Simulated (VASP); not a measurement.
OSZICAR of a VASP run on Mo₂W (space group Fd-3m):

OSZICAR:
```
       N       E                     dE             d eps       ncg     rms          rms(c)
DAV:   1     0.845602984240E+03    0.84560E+03   -0.39274E+04   832   0.124E+03
DAV:   2    -0.283988103443E+02   -0.87400E+03   -0.85421E+03   886   0.468E+02
DAV:   3    -0.703310662003E+02   -0.41932E+02   -0.40978E+02  1024   0.986E+01
DAV:   4    -0.713589373077E+02   -0.10279E+01   -0.10085E+01   968   0.138E+01
DAV:   5    -0.713999612358E+02   -0.41024E-01   -0.40901E-01  1038   0.224E+00    0.270E+01
DAV:   6    -0.683845458548E+02    0.30154E+01   -0.33039E+01  1046   0.198E+01    0.123E+01
DAV:   7    -0.670530080704E+02    0.13315E+01   -0.30357E+01  1032   0.152E+01    0.668E+00
DAV:   8    -0.659768946939E+02    0.10761E+01   -0.39046E+00  1018   0.622E+00    0.217E+00
DAV:   9    -0.659518159293E+02    0.25079E-01   -0.22744E-01   992   0.161E+00    0.145E+00
DAV:  10    -0.659494127482E+02    0.24032E-02   -0.13345E-02   978   0.679E-01    0.303E-01
DAV:  11    -0.659489780609E+02    0.43469E-03   -0.16523E-03  1032   0.175E-01    0.120E-01
DAV:  12    -0.659489630023E+02    0.15059E-04   -0.14792E-04   994   0.492E-02    0.182E-02
DAV:  13    -0.659489633129E+02   -0.31061E-06   -0.56525E-06   848   0.117E-02
   1 F= -.65948963E+02 E0= -.65700491E+02  d E =-.496945E+00
```

### Question
Which electronic solver shows in the log?

### Answer
It is blocked Davidson (ALGO = Normal, or the opening steps of other solvers). The INCAR had ALGO = Normal.

### Question
Can the final energy be trusted as converged?

### Answer
The run converged. It stopped with EDIFF = 1E-6, NELM = 100 (PBE GGA, plane waves, VASP's PBE PAW potentials (set 64)).

The structure was generated: Mo2W was put into an ordered model structure, which need not be its known phase. The cell was not relaxed at this level, and its volume differs by -5.9 % from the start's. The k-mesh is coarse (spacing up to 0.35 per Å, 2π included), so the numbers may not be converged in it.
